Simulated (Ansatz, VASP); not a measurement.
## MoS2 (2H-MoS2 3 layers, 2H (AA')): VASP beside Ansatz

One calculation is typed for both programs; each brings its own data sets and cutoff. How far apart do they land?

Program: Ansatz 0.2.0. Level of theory: plane waves, with VASP 6.6.1 beside it; single point at LDA. Results are calculated unless marked as measured.

### Step 1. Set-up

The cell holds 9 atoms: 6 S and 3 Mo. Cell: a = 3.122 Å, b = 3.122 Å, c = 33.788 Å, α = 90.0°, β = 90.0°, γ = 120.0°. Vacuum lies along c.

### Step 2. Ansatz: single point, LDA

Ansatz runs on its default PAW (the set named soft_2) files.

With cell and atoms fixed, the geometry can't cause a difference; cores, projectors, grids and the points listed under the comparison can.

File input.yaml:

```yaml
crystal:
  lattice:
    - [3.121895553, 0.0, 0.0]
    - [-1.5609477765, 2.7036408568, 0.0]
    - [0.0, 0.0, 33.787793214]
  atoms:
    - { symbol: S, position: [0.3333333333, 0.6666666667, 0.2749325444] }
    - { symbol: S, position: [0.3333333333, 0.6666666667, 0.367127495] }
    - { symbol: S, position: [0.0, 0.0, 0.4538681334] }
    - { symbol: S, position: [0.0, 0.0, 0.5461318666] }
    - { symbol: S, position: [0.3333333333, 0.6666666667, 0.632872505] }
    - { symbol: S, position: [0.3333333333, 0.6666666667, 0.7250674556] }
    - { symbol: Mo, position: [0.0, 0.0, 0.3209793731] }
    - { symbol: Mo, position: [0.3333333333, 0.6666666667, 0.5] }
    - { symbol: Mo, position: [0.0, 0.0, 0.6790206269] }
hamiltonian:
  xc: lda
  pseudopotentials: { kind: paw }
kpoints:
  mp_grid: { grid: [12, 12, 1] }
scf:
  occupations: { method: fermi_dirac, width: 0.05 }
  n_extra_bands: 6
efield:
  axis: 3
  dipole_correction: true
  ramp_width: 0.04
output:
  forces: true
  eigenvalues: true
  write_density: true
  write_potential: true
  elf: true
  volumetric_format: npy
```

Command:

```bash
> ansatz run input.yaml --threads 4 --pin off --max-ram 9216MiB --backend cpu --events-out ev --progress --plain --runs-dir out
```

Numbers of over 12 decimals in the logs are rounded to 6 here.

The log of the run:

```text
scf.n_extra_bands = 6 over 39 filled bands (N_el = 78.0): the run solves 45 bands
Engine: ansatz 0.2.0, aarch64-unknown-linux-gnu
Pseudopotentials: kind: paw
Pseudopotential: S, paw, valence charge 6, recommended cutoff 420 eV (normal), S.paw.azcp
Pseudopotential: Mo, paw, valence charge 14, recommended cutoff 420 eV (normal), Mo.paw.azcp
Functional definition: SPW92
  exchange = slater_x
  correlation = pw_c
Crystal: 9 atoms, lattice volume = 285.185 Å³
Basis set: ecut = 420 eV, 5549 PW (Γ)
Bands: 45, of which v1, the nominal top of the filled ones, is band 39 counted from 1 (38 counted from 0)
Symmetry: 6 space group operations
k-points: 19 of 144 (time reversal used)
Non-local potential: S, projectors of the file, l = 0: 2, l = 1: 2, l = 2: 2
Non-local potential: Mo, projectors of the file, l = 0: 3, l = 1: 2, l = 2: 2, l = 3: 1
PAW form: soft (Blöchl's): semilocal exchange-correlation on the pseudo side does not see the compensation charge
PAW frozen core: S, regenerated for the run's functional, and the local potential with it (the file was generated under x = pbe(κ = 0.804, μ = 0.219515), c = pbe(β = 0.066725))
PAW frozen core: Mo, regenerated for the run's functional, and the local potential with it (the file was generated under x = pbe(κ = 0.804, μ = 0.219515), c = pbe(β = 0.066725))
PAW one-centre angular grid: S, 110 points (default); XC on 64 Gauss nodes
PAW one-centre angular grid: Mo, 590 points (default); XC on 64 Gauss nodes
Initial density: superposition of atomic densities (neutral atoms: chi_scale 0, normalization atom), corrected by the library's trained network
Initial wavefunctions: pseudopotential atomic-orbital guess
Functional: x = slater, c = lda
SCF iter   1: F=—  HF=-19754.566546 eV  |F-HF|=—  |Δ(HF+E_count)|=         —  Δρ=6.06e-3  dr2=1.63e-1  ethr=1.77e-3  p=0.000 e·Å  D=6.04e-14 V/Å  ΔV_dip=-0.00 eV  dr2_dipole=1.16e-7  V_vac-E_F(+/−)=5.00/5.00 eV  ⟨swp⟩=8.1  Hψ=4356  notcnv=0
efield: sawtooth ramp at fractional position 0.9800 (placed from the atoms, in the widest stretch of the axis that holds none; the zero of the levels goes with the place), width 0.0400; the density the first Hamiltonian is built on has a dipole p = 0.000 e·Å; the dipole correction subtracts the counter field D = 6.04e-14 V/Å, which shifts the + side's vacuum level by -0.00 eV against the − side's; the planar-averaged density in the ramp window peaks in size at 1.6e-5 e/Å³
preconditioner: auto → Resta (q_TF=auto, 2.198 Å⁻¹)  ε∞=5.5  [insulator: Δε(μ)=0.917 eV  Ē_g=7.585 eV  σ=0.050 eV  W_gap=1.00  n_scr=22 (ndim 8)  ℏωp=16.2 eV  f_vac=0.455  D(μ)=0.00/eV (n_scr^D=0)  ε∞_Penn≈5.5  vacuum switching on, ρ_ref=4.2e-3 e/Å³]
SCF iter   2: F=—  HF=-19754.557618 eV  |F-HF|=—  |Δ(HF+E_count)|=   8.93e-3  Δρ=3.37e-3  dr2=2.96e-2  ethr=2.09e-4  p=-0.000 e·Å  D=-3.44e-5 V/Å  ΔV_dip=0.00 eV  dr2_dipole=1.25e-7  V_vac-E_F(+/−)=5.15/5.15 eV  ⟨swp⟩=3.1  Hψ=1358  notcnv=0
SCF iter   3: F=—  HF=-19754.555880 eV  |F-HF|=—  |Δ(HF+E_count)|=   1.74e-3  Δρ=1.92e-3  dr2=4.75e-3  ethr=3.80e-5  p=-0.000 e·Å  D=-4.30e-6 V/Å  ΔV_dip=0.00 eV  dr2_dipole=5.32e-10  V_vac-E_F(+/−)=5.08/5.08 eV  ⟨swp⟩=2.1  Hψ=1235  notcnv=0
SCF iter   4: F=—  HF=-19754.556378 eV  |F-HF|=—  |Δ(HF+E_count)|=   4.98e-4  Δρ=5.31e-4  dr2=1.06e-3  ethr=6.08e-6  p=-0.000 e·Å  D=-7.81e-6 V/Å  ΔV_dip=0.00 eV  dr2_dipole=1.44e-8  V_vac-E_F(+/−)=5.07/5.07 eV  ⟨swp⟩=2.1  Hψ=1239  notcnv=0
SCF iter   5: F=—  HF=-19754.556348 eV  |F-HF|=—  |Δ(HF+E_count)|=   2.97e-5  Δρ=1.11e-4  dr2=4.73e-5  ethr=1.36e-6  p=0.000 e·Å  D=2.77e-6 V/Å  ΔV_dip=-0.00 eV  dr2_dipole=6.11e-10  V_vac-E_F(+/−)=5.08/5.08 eV  ⟨swp⟩=2.0  Hψ=1178  notcnv=0
SCF iter   6: F=—  HF=-19754.556242 eV  |F-HF|=—  |Δ(HF+E_count)|=   1.06e-4  Δρ=3.51e-5  dr2=6.59e-6  ethr=6.07e-8  p=-0.000 e·Å  D=-6.94e-7 V/Å  ΔV_dip=0.00 eV  dr2_dipole=8.37e-11  V_vac-E_F(+/−)=5.08/5.08 eV  ⟨swp⟩=3.1  Hψ=1907  notcnv=0
SCF iter   7: F=—  HF=-19754.556242 eV  |F-HF|=—  |Δ(HF+E_count)|=   3.91e-7  Δρ=1.26e-5  dr2=1.06e-6  ethr=8.45e-9  p=-0.000 e·Å  D=-7.64e-8 V/Å  ΔV_dip=0.00 eV  dr2_dipole=3.88e-12  V_vac-E_F(+/−)=5.08/5.08 eV  ⟨swp⟩=2.0  Hψ=1190  notcnv=0
SCF iter   8: F=—  HF=-19754.556242 eV  |F-HF|=—  |Δ(HF+E_count)|=   8.38e-8  Δρ=9.43e-6  dr2=6.06e-7  ethr=1.36e-9  p=-0.000 e·Å  D=-2.61e-7 V/Å  ΔV_dip=0.00 eV  dr2_dipole=1.34e-11  V_vac-E_F(+/−)=5.08/5.08 eV  ⟨swp⟩=2.4  Hψ=1399  notcnv=0
SCF iter   9: F=-19754.556242 eV  HF=-19754.556242 eV  |F-HF|=2.87e-8  |Δ(HF+E_count)|=   5.57e-8  Δρ=2.74e-6  dr2=4.63e-8  ethr=1.28e-10  p=0.000 e·Å  D=3.24e-9 V/Å  ΔV_dip=-0.00 eV  dr2_dipole=2.44e-15  V_vac-E_F(+/−)=5.08/5.08 eV  ⟨swp⟩=11.1  Hψ=7650  notcnv=0
SCF 1 converged in 9 iterations: F = -19754.556242 eV  dr2 = 4.63e-8
  greatest PAW one-centre occupation: 0.999 electrons in one spin orbital (limit 2), on the Mo atom at site 8 (counted from 0), in its partial waves of l = 0
WARN: The output density's exchange-correlation potential varies sharply where the density is thin. Do not read a vacuum level from v_tot or v_xc, or from such a field of the output density. On a cell that repeats whose density bears no net charge and no dipole along the vacuum's axis use v_es (v_loc + v_h of the components); under efield.dipole_correction with no amplitude use v_es + v_field, which holds any externa [...]
SCF converged after 9 iterations
Free energy (F): -19754.556242 eV
Harris-Foulkes:  -19754.556242 eV  (|F-HF|=2.87e-8)
Internal energy: -19754.556239 eV  (E = F + TS)
E sigma→0 (E₀):  -19754.556241 eV
Entropy (-TS):   -0.000003 eV (-0.000 meV/atom)
Fermi energy:    4.001223 eV
Dipole field:    D = 0.000000 V/Å  (p = 0.000000 e·Å, saw-weighted, corrected)
Work function:   Φ+ = 5.0822 eV   Φ− = 5.0822 eV
Levels:          The Fermi level and band energies are counted from a zero that moves with the ramp; work functions are not
--- Per-component energies (eV) ---
  E_band       = -1037.104044
  E_kinetic    = 1978.287047
  E_local      = -90239.869045  (includes V_loc(G=0)·N_el)
  E_nonlocal   = 619.112838
  E_hartree    = 44149.701221
  E_xc         = -1130.270009
  E_vxc        = -1219.483709  (∫ρ·V_xc dr)
  E_paw        = -12680.599557  (= ΣΔE_a)
  E_vpaw       = -474.522503  (= ΣTr[D̂ρ^β])
  E_aug_tail   = 0.000069  (compensation charges beyond the density's cutoff)
  E_efield     = 0.000000  (sawtooth field / dipole correction)
  E_vefield    = 0.000000  (∫n·V_field dr)
  E_ewald      = 37546.743564
  E_core_change = 2.337634  (= ΣΔE_core)
  E_smearing   = -0.000003  (= −TS)
  E_closure    = 0.000000  (closes the sum)
  Σ components = -19754.556242   (vs F -19754.556242, Δ=0.00e0)
--- Forces (eV/Å), atoms counted from 1 ---
  atom   1  S      0.00000000    -0.00000000     0.08260907
  atom   2  S      0.00000000    -0.00000000    -0.08545753
  atom   3  S      0.00000000     0.00000000     0.08427963
  atom   4  S      0.00000000     0.00000000    -0.08427919
  atom   5  S      0.00000000    -0.00000000     0.08545278
  atom   6  S      0.00000000    -0.00000000    -0.08260425
  atom   7  Mo     0.00000000    -0.00000000     0.00688934
  atom   8  Mo     0.00000000     0.00000000    -0.00000105
  atom   9  Mo     0.00000000    -0.00000000    -0.00688812
  max |Σ_I F_I| component: 6.83e-7 eV/Å
--- Band table (eV; the first three rows and the last of 19) ---
  k-point 0: bands = [... 35 lower, 1.8621, 2.5175, 3.2104, 3.5624, 5.8286, 5.8286, 5.8482, 5.8482, ... 2 higher]
  k-point 1: bands = [... 35 lower, 2.1512, 2.5270, 3.1297, 3.3797, 5.7042, 5.7164, 5.7271, 5.8204, ... 2 higher]
  k-point 2: bands = [... 35 lower, 2.1918, 2.4355, 2.7440, 2.8178, 5.1860, 5.3356, 5.5244, 5.5899, ... 2 higher]
  k-point 18: bands = [... 35 lower, 0.8539, 2.8255, 2.9055, 2.9822, 4.7824, 4.7844, 4.7856, 5.4517, ... 2 higher]
```

Wall time 10 s (4 threads of Arm Neoverse V1, shared host); peak memory 0.68 GiB.

In the SCF lines HF is the Harris–Foulkes energy and dr2 the Hartree energy of the density residual, in eV; the loop may stop once dr2 is under the threshold and the program's other checks hold. Hψ counts applications of the Hamiltonian.

[end of part 1 of 2]

[Lines on the potential files, build, host, timing and source positions are cut from VASP's logs without a mark.]

[Logs are printed without paths, hosts, clocks, repeated set-up lines and the standing remarks that a program may print on its own settings, such as how far it seeks lower states.]

[Hosts, paths, dates, database ids (printed as entryN), source tags and the programs' standing remarks are cut or masked in the printed files.]
